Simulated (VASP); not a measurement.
# Ta3Au (lda) (Pm-3n) in VASP: relaxation of cell and atoms with LDA

Aim: the relaxation of cell and atoms of Ta3Au (lda) with LDA.

Program: VASP 6.6.1. These are calculated values, not measurements. Logs are shortened: lines on timing, memory, paths and dates and some standing lists are left out, and cuts for length are marked.

### 1 The crystal as given

Symmetry: Pm-3n, No. 223, cubic system. The conventional cell has a = 5.220 Å, b = 5.220 Å, c = 5.220 Å, α = 90.00°, β = 90.00°, γ = 90.00°. Ta (site symmetry -4m2) has 2 Ta at 2.61 Å and 4 Au at 2.92 Å as nearest neighbours. Au (site symmetry m-3) has 12 Ta at 2.92 Å as nearest neighbours.

### 2 Relaxation of cell and atoms, LDA

Contents of INCAR:

```
SYSTEM = Ta3Au
ALGO = Fast
EDIFF = 1E-7
EDIFFG = -0.05
ENCUT = 600
GGA = CA
IBRION = 2
ISIF = 3
ISMEAR = 0
LASPH = .TRUE.
LCHARG = .FALSE.
LREAL = .FALSE.
LWAVE = .FALSE.
NELM = 100
NSW = 100
PREC = Accurate
SIGMA = 0.1
```

Contents of KPOINTS:

```
k-points
0
G
  4 4 4
  0 0 0
```

Contents of POSCAR:

```
Ta3Au
1.0
    5.2200000000      0.0000000000      0.0000000000
    0.0000000000      5.2200000000      0.0000000000
    0.0000000000      0.0000000000      5.2200000000
Ta Au
6 2
Direct
    0.2500000000      0.0000000000      0.5000000000
    0.5000000000      0.7500000000      0.0000000000
    0.7500000000      0.0000000000      0.5000000000
    0.5000000000      0.2500000000      0.0000000000
    0.0000000000      0.5000000000      0.7500000000
    0.0000000000      0.5000000000      0.2500000000
    0.0000000000      0.0000000000      0.0000000000
    0.5000000000      0.5000000000      0.5000000000
```

Potentials or basis: VASP PAW LDA potentials, release 64 (Ta_pv, Au).

The run is started by

```console
cat potpaw_LDA.64/Ta_pv/POTCAR potpaw_LDA.64/Au/POTCAR > POTCAR
mpirun -np 1 vasp_std > vasp.out
```

OUTCAR:

```text
SYSTEM = Ta3Au
   EDIFF = 1E-7
   EDIFFG = -0.05
   ENCUT = 600
   GGA = CA
   IBRION = 2
   ISIF = 3
   ISMEAR = 0
   LASPH = .TRUE.
   LREAL = .FALSE.
   NELM = 100
   NSW = 100
   PREC = Accurate

 ion  position               nearest neighbor table
   1  0.250  0.000  0.500-   3 2.61   3 2.61   8 2.92   7 2.92   8 2.92   7 2.92   4 3.20   2 3.20
                             4 3.20   2 3.20   5 3.20   6 3.20   6 3.20   5 3.20
   2  0.500  0.750  0.000-   4 2.61   4 2.61   8 2.92   8 2.92   7 2.92   7 2.92   3 3.20   3 3.20
                             1 3.20   1 3.20   6 3.20   5 3.20   6 3.20   5 3.20
   3  0.750  0.000  0.500-   1 2.61   1 2.61   8 2.92   7 2.92   8 2.92   7 2.92   4 3.20   2 3.20
                             4 3.20   2 3.20   5 3.20   6 3.20   6 3.20   5 3.20
   4  0.500  0.250  0.000-   2 2.61   2 2.61   8 2.92   8 2.92   7 2.92   7 2.92   3 3.20   1 3.20
                             3 3.20   1 3.20   6 3.20   5 3.20   6 3.20   5 3.20
   5  0.000  0.500  0.750-   6 2.61   6 2.61   8 2.92   7 2.92   7 2.92   8 2.92   3 3.20   4 3.20
                             1 3.20   3 3.20   1 3.20   2 3.20   4 3.20   2 3.20
   6  0.000  0.500  0.250-   5 2.61   5 2.61   8 2.92   7 2.92   7 2.92   8 2.92   3 3.20   4 3.20
                             1 3.20   3 3.20   1 3.20   2 3.20   4 3.20   2 3.20
   7  0.000  0.000  0.000-   1 2.92   2 2.92   3 2.92   4 2.92   5 2.92   6 2.92   1 2.92   3 2.92
                             5 2.92   6 2.92   2 2.92   4 2.92
   8  0.500  0.500  0.500-   1 2.92   2 2.92   3 2.92   4 2.92   5 2.92   6 2.92   2 2.92   4 2.92
                             1 2.92   3 2.92   5 2.92   6 2.92

  LATTYP: Found a simple cubic cell.
 ALAT       =     5.2200000000

  Lattice vectors:

 A1 = (   5.2200000000,   0.0000000000,   0.0000000000)
 A2 = (   0.0000000000,   5.2200000000,   0.0000000000)
 A3 = (   0.0000000000,   0.0000000000,   5.2200000000)

Analysis of symmetry for initial positions (statically):
=====================================================================
 Subroutine PRICEL returns:
 Original cell was already a primitive cell.

 Routine SETGRP: Setting up the symmetry group for a
 simple cubic supercell.

 Subroutine GETGRP returns: Found 48 space group operations
 (whereof 24 operations were pure point group operations)
 out of a pool of 48 trial point group operations.

The static configuration has the point symmetry T_h .
 The point group associated with its full space group is O_h .

Analysis of symmetry for dynamics (positions and initial velocities):
=====================================================================
 Subroutine PRICEL returns:
 Original cell was already a primitive cell.

 Routine SETGRP: Setting up the symmetry group for a
 simple cubic supercell.

 Subroutine GETGRP returns: Found 48 space group operations
 (whereof 24 operations were pure point group operations)
 out of a pool of 48 trial point group operations.

The dynamic configuration has the point symmetry T_h .
 The point group associated with its full space group is O_h .

 Subroutine INISYM returns: Found 48 space group operations
 (whereof 24 operations are pure point group operations),
 and found     1 'primitive' translations

----------------------------------------------------------------------------------------

                                     Primitive cell

  volume of cell :     142.2366

  direct lattice vectors                    reciprocal lattice vectors
     5.220000000  0.000000000  0.000000000     0.191570881  0.000000000  0.000000000
     0.000000000  5.220000000  0.000000000     0.000000000  0.191570881  0.000000000
     0.000000000  0.000000000  5.220000000     0.000000000  0.000000000  0.191570881

  length of vectors
     5.220000000  5.220000000  5.220000000     0.191570881  0.191570881  0.191570881

  position of ions in fractional coordinates (direct lattice)
     0.250000000  0.000000000  0.500000000
     0.500000000  0.750000000  0.000000000
     0.750000000  0.000000000  0.500000000
     0.500000000  0.250000000  0.000000000
     0.000000000  0.500000000  0.750000000
     0.000000000  0.500000000  0.250000000
     0.000000000  0.000000000  0.000000000
     0.500000000  0.500000000  0.500000000

  ion indices of the primitive-cell ions
   primitive index   ion index
                 1           1
                 2           2
                 3           3
                 4           4
                 5           5
                 6           6
                 7           7
                 8           8

----------------------------------------------------------------------------------------

 KPOINTS: k-points

Automatic generation of k-mesh.
 Grid dimensions read from file:
 generate k-points for:    4    4    4

 Generating k-lattice:

  Cartesian coordinates                     Fractional coordinates (reciprocal lattice)
     0.047892720  0.000000000  0.000000000     0.250000000  0.000000000  0.000000000
     0.000000000  0.047892720  0.000000000     0.000000000  0.250000000  0.000000000
     0.000000000  0.000000000  0.047892720     0.000000000  0.000000000  0.250000000

  Length of vectors
     0.047892720  0.047892720  0.047892720

  Shift w.r.t. Gamma in fractional coordinates (k-lattice)
     0.000000000  0.000000000  0.000000000

 Subroutine IBZKPT returns following result:
 ===========================================

 Found     10 irreducible k-points:

 Following reciprocal coordinates:
            Coordinates               Weight
  0.000000  0.000000  0.000000      1.000000
  0.250000  0.000000  0.000000      6.000000
  0.500000  0.000000  0.000000      3.000000
  0.250000  0.250000  0.000000     12.000000
  0.500000  0.250000  0.000000     12.000000
  0.500000  0.500000  0.000000      3.000000
  0.250000  0.250000  0.250000      8.000000
  0.500000  0.250000  0.250000     12.000000
  0.500000  0.500000  0.250000      6.000000
  0.500000  0.500000  0.500000      1.000000
   k-points           NKPTS =     10   k-points in BZ     NKDIM =     10   number of bands    NBANDS=     52
   number of dos      NEDOS =    301   number of ions     NIONS =      8
   total plane-waves  NPLWV =  74088
   dimension x,y,z NGX =    42 NGY =   42 NGZ =   42
   dimension x,y,z NGXF=    84 NGYF=   84 NGZF=   84
   ions per type =               6   2
   NGX,Y,Z   is equivalent  to a cutoff of  13.38, 13.38, 13.38 a.u.
   NGXF,Y,Z  is equivalent  to a cutoff of  26.75, 26.75, 26.75 a.u.
 SYSTEM =  Ta3Au
   PREC   = accura    normal or accurate (medium, high low for compatibility)
   ISTART =      0    job   : 0-new  1-cont  2-samecut
   ICHARG =      2    charge: 1-file 2-atom 10-const
   ISPIN  =      1    spin polarized calculation?
   LNONCOLLINEAR =      F non collinear calculations
   LSORBIT =      F    spin-orbit coupling
   LASPH  =      T    aspherical Exc in radial PAW
   ENCUT  =  600.0 eV  44.10 Ry    6.64 a.u.  10.43 10.43 10.43*2*pi/ulx,y,z
   NELM   =    100;   NELMIN=  2; NELMDL= -5     # of ELM steps
   EDIFF  = 0.1E-06   stopping-criterion for ELM
   LREAL  =      F    real-space projection
   EDIFFG = -.5E-01   stopping-criterion for IOM
   NSW    =    100    number of steps for IOM
   IBRION =      2    ionic relax: 0-MD 1-quasi-New 2-CG
   NFREE  =      1    steps in history (QN), initial steepest desc. (CG)
   ISIF   =      3    stress and relaxation
   ISYM   =      2    0-nonsym 1-usesym 2-fastsym
   POTIM  = 0.5000    time-step for ionic-motion
   TEBEG  =    0.0;   TEEND  =   0.0 temperature during run
   PSTRESS=    0.0 pullay stress
   NELECT =      88.0000    total number of electrons
   NUPDOWN=      -1.0000    fix difference up-down
   EMIN   =  10.00;   EMAX   =-10.00  energy-range for DOS
   EFERMI =   0.00;   METHOD = LEGACY
   ISMEAR =     0;   SIGMA  =   0.10  broadening in eV -4-tet -1-fermi 0-gaus
   EFERMI_NEDOS =   21; number of points for ismear=-14 and -15
   IALGO  =     68    algorithm
   IMIX   =      4    mixing-type and parameters
     AMIX     =   0.40;   BMIX     =  1.00
     AMIX_MAG =   1.60;   BMIX_MAG =  1.00
  volume/ion in A,a.u.               =      17.78       119.98
  Fermi-wavevector in a.u.,A,eV,Ry     =   1.394971  2.636113 26.476182  1.945944
  Thomas-Fermi vector in A             =   2.518468
   LORBIT       =      0    0 simple, 1 ext, 2 COOP (PROOUT), +10 PAW based schemes
   GGA     = CA    functional components
   LHFCALC =     F    Hartree Fock is set to
   AEXX    =    0.0000 exact exchange contribution
   IVDW    =     0    specifies the selected vdW correction
   LEPSILON=     F    determine dielectric tensor
   LRPA    =     F    only Hartree local field effects (RPA)
 conjugate gradient relaxation of ions
 non-spin polarized calculation
 RMM-DIIS sequential band-by-band and
 Gauss-broadening in eV      SIGMA  =   0.10
  energy-cutoff  :      600.00
  volume of cell :      142.24
 maximum number of plane-waves:      4780
 NGX is ok and might be reduce to    42
   NGX = 21   NGY = 21   NGZ = 21

--------------------------------------- Ionic step        1  -------------------------------------------

 number of electron      87.9999984 magnetization

 Free energy of the ion-electron system (eV)
  ---------------------------------------------------
  ext. energy  EPLUGINS =         0.00000000
  ---------------------------------------------------
  free energy    TOTEN  =       -86.40078422 eV

  energy without entropy =      -86.33353713  energy(sigma->0) =      -86.36716067

------------------------ aborting loop because EDIFF is reached ----------------------------------------

  FORCE on cell =-STRESS in cart. coord.  units (eV):
  Direction    XX          YY          ZZ          XY          YZ          ZX
  --------------------------------------------------------------------------------------
  -------------------------------------------------------------------------------------
  Total       -8.5768856     -8.5768856     -8.5768856     -0.0000000      0.0000000      0.0000000
  in kB      -96.6114696    -96.6114696    -96.6114696     -0.0000000      0.0000000      0.0000000
  external PRESSURE =     -96.6114696 kB  Pullay stress =       0.0000000 kB

 VOLUME and BASIS-vectors are now :
 -----------------------------------------------------------------------------
  energy-cutoff  :      600.00
  volume of cell :      142.24
      direct lattice vectors                 reciprocal lattice vectors
     5.220000000  0.000000000  0.000000000     0.191570881  0.000000000  0.000000000
     0.000000000  5.220000000  0.000000000     0.000000000  0.191570881  0.000000000
     0.000000000  0.000000000  5.220000000     0.000000000  0.000000000  0.191570881
[... 43 lines left out ...]
 POSITION                                       TOTAL-FORCE (eV/Angst)
 -----------------------------------------------------------------------------------
      1.23750      4.95001      2.47501        -0.000000     -0.000000      0.000000
      2.47501      3.71251      4.95001        -0.000000     -0.000000     -0.000000
      3.71251      0.00000      2.47501         0.000000      0.000000      0.000000
      2.47501      1.23750      0.00000         0.000000      0.000000      0.000000
      4.95001      2.47501      3.71251        -0.000000      0.000000     -0.000000
     -0.00000      2.47501      1.23750        -0.000000      0.000000     -0.000000
      4.95001      4.95001      0.00000         0.000000      0.000000     -0.000000
      2.47501      2.47501      2.47501         0.000000      0.000000     -0.000000
 -----------------------------------------------------------------------------------
    total drift:                                0.000000     -0.000000     -0.000000

  FREE ENERGIE OF THE ION-ELECTRON SYSTEM (eV)
  ---------------------------------------------------
  free  energy   TOTEN  =       -85.2584984536 eV

  energy  without entropy=      -85.2250233063  energy(sigma->0) =      -85.24176088

--------------------------------------- Ionic step        3  -------------------------------------------

 number of electron      88.0000021 magnetization

 Free energy of the ion-electron system (eV)
  ---------------------------------------------------
  ext. energy  EPLUGINS =         0.00000000
  ---------------------------------------------------
  free energy    TOTEN  =       -86.60504211 eV

  energy without entropy =      -86.54496145  energy(sigma->0) =      -86.57500178

 E-fermi :   7.4590     XC(G=0): -13.0817

 val. band max:        7.4538206447   @ k =   0.5000   0.5000   0.0000
 cond. band min:       7.4850694947   @ k =   0.2500   0.2500   0.2500
 fundamental gap:      0.0312488500
 Fermi energy:         7.4590151972

 k-point     1 :       0.0000    0.0000    0.0000
  band No.  band energies     occupation
      1     -27.6884      2.00000
      2     -27.6884      2.00000
      3     -27.5205      2.00000
      4     -26.9357      2.00000
      5     -26.9357      2.00000
      6     -26.9357      2.00000
[... 561 lines left out ...]
 POSITION                                       TOTAL-FORCE (eV/Angst)
 -----------------------------------------------------------------------------------
      1.28556      0.00000      2.57113        -0.000000      0.000000      0.000000
      2.57113      3.85669      0.00000        -0.000000      0.000000      0.000000
      3.85669      0.00000      2.57113         0.000000     -0.000000     -0.000000
      2.57113      1.28556      0.00000        -0.000000     -0.000000     -0.000000
     -0.00000      2.57113      3.85669        -0.000000     -0.000000     -0.000000
     -0.00000      2.57113      1.28556         0.000000      0.000000      0.000000
     -0.00000      0.00000      0.00000         0.000000      0.000000      0.000000
      2.57113      2.57113      2.57113         0.000000      0.000000      0.000000
 -----------------------------------------------------------------------------------
    total drift:                                0.000000     -0.000000     -0.000000

  FREE ENERGIE OF THE ION-ELECTRON SYSTEM (eV)
  ---------------------------------------------------
  free  energy   TOTEN  =       -86.6050421118 eV

  energy  without entropy=      -86.5449614519  energy(sigma->0) =      -86.57500178

 reached required accuracy - stopping structural energy minimisation
```

Wall time 2.4 min (1 thread of Intel Xeon 6975P-C (Granite Rapids), shared host); peak memory 0.26 GiB.

What came out:

```
Free energy                            : -86.6050 eV
Relaxed volume                         : 17.00 Å³/atom
Relaxed cell                           : a = 5.142 Å, b = 5.142 Å, c = 5.142 Å, α = 90.00°, β = 90.00°, γ = 90.00°
Space group after relaxing (to 0.05 Å) : Pm-3n (No. 223)
Energy gained by relaxing              : 25.5 meV/atom
Ionic steps                            : 3
Pressure after relaxing                : -0.4 GPa
Band gap on the k mesh                 : none (metal or under the smearing width)
```

Step by step:
| step | energy change (eV) | largest force (eV/Å) | pressure (GPa) | volume (Å³) |
| --- | --- | --- | --- | --- |
| 1 | 0.0000 | 0.0000 | -9.66 | 142.24 |
| 2 | 1.1423 | 0.0000 | 33.21 | 121.29 |
| 3 | -0.2043 | 0.0000 | -0.43 | 135.98 |

Final structure:
```
Ta Au
1.0
     5.14226    0.00000    0.00000
     0.00000    5.14226    0.00000
     0.00000    0.00000    5.14226
Ta Au
6 2
Direct
  0.25000 0.00000 0.50000
  0.50000 0.75000 0.00000
  0.75000 0.00000 0.50000
  0.50000 0.25000 0.00000
  0.00000 0.50000 0.75000
  0.00000 0.50000 0.25000
  0.00000 0.00000 0.00000
  0.50000 0.50000 0.50000
```

Caveat: the relaxation stopped at a loose force limit of 0.05 eV/Å, so its end isn't a converged minimum. LDA usually gives volumes a few per cent too small.
